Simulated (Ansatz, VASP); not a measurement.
## One calculation of CdNiSe3, two programs

INCAR

```
SYSTEM = CdNiSe3
ALGO = Normal
EDIFF = 1E-7
EDIFFG = -0.01
ENCUT = 600
GGA = PE
IBRION = 2
ISIF = 3
ISMEAR = 0
LASPH = .True.
LCHARG = .False.
LREAL = .False.
LWAVE = .False.
NELM = 100
NSW = 100
PREC = Accurate
SIGMA = 0.1
```

File KPOINTS:

```
k-points
0
Gamma
  8 8 8
  0 0 0
```

Contents of POSCAR:

```
CdNiSe3
1.0
    4.8584249000      0.0000000000      0.0000000000
    0.0000000000      4.8584249000      0.0000000000
    0.0000000000      0.0000000000      4.8584249000
Cd Ni Se
1 1 3
Direct
    0.5000000000      0.5000000000      0.5000000000
    0.0000000000      0.0000000000      0.0000000000
    0.5000000000      0.0000000000      0.0000000000
    0.0000000000      0.5000000000      0.0000000000
    0.0000000000      0.0000000000      0.5000000000
```

Input for Ansatz:

```yaml
crystal:
  lattice:
    - [4.8584249, 0.0, 0.0]
    - [0.0, 4.8584249, 0.0]
    - [0.0, 0.0, 4.8584249]
  atoms:
    - { symbol: Cd, position: [0.5, 0.5, 0.5] }
    - { symbol: Ni, position: [0.0, 0.0, 0.0] }
    - { symbol: Se, position: [0.5, 0.0, 0.0] }
    - { symbol: Se, position: [0.0, 0.5, 0.0] }
    - { symbol: Se, position: [0.0, 0.0, 0.5] }
basis:
  ecutwfc: 420
kpoints:
  mp_grid: { grid: [8, 8, 8] }
hamiltonian:
  xc: pbe
scf:
  occupations: { method: gaussian, width: 0.1 }
output:
  forces: true
  stress: true
  eigenvalues: true
  write_density: true
  write_potential: true
  elf: true
  volumetric_format: npy
relax:
  adjacent_minimum: "off"
  f_tol: 0.01
  max_steps: 80
  cell: { stress_tol: 0.05 }
```

Alike in both runs: task relaxation of cell and atoms; functional PBE; k mesh 8 × 8 × 8; occupations gaussian, width 0.1 eV; no spin polarisation.

|  | VASP | Ansatz |
| --- | --- | --- |
| version | VASP 6.6.1 | Ansatz 0.2.0 |
| potentials or method | VASP PAW PBE potentials, release 64 (Cd, Ni, Se) | scalar-relativistic, plane waves, PAW |
| plane-wave cutoff (eV) | 600 | 420 |
| valence electrons in the cell | 40 | 86 |

|  | VASP | Ansatz | Ansatz less VASP |
| --- | --- | --- | --- |
| gap on the k mesh at the Fermi level, each at its own relaxed structure (eV) | none | none | - |
| relaxed volume (Å³/atom) | 21.70 | 21.67 | -0.027 |
| relaxed cell length with the largest relative difference (Å) | 4.769 | 4.767 | -0.0020 |
| energy change over the relaxation (meV/atom) | -13 | -13 | -0.6 |

A gap of «none» marks a metal or a gap that the smearing closes. The two sets of potentials don't hold the same shells in valence.

Caveats: the run has no spin polarisation, though such a crystal can be magnetic. Spin polarisation is off, so any magnetic state and its effect on volume and gap are missing.
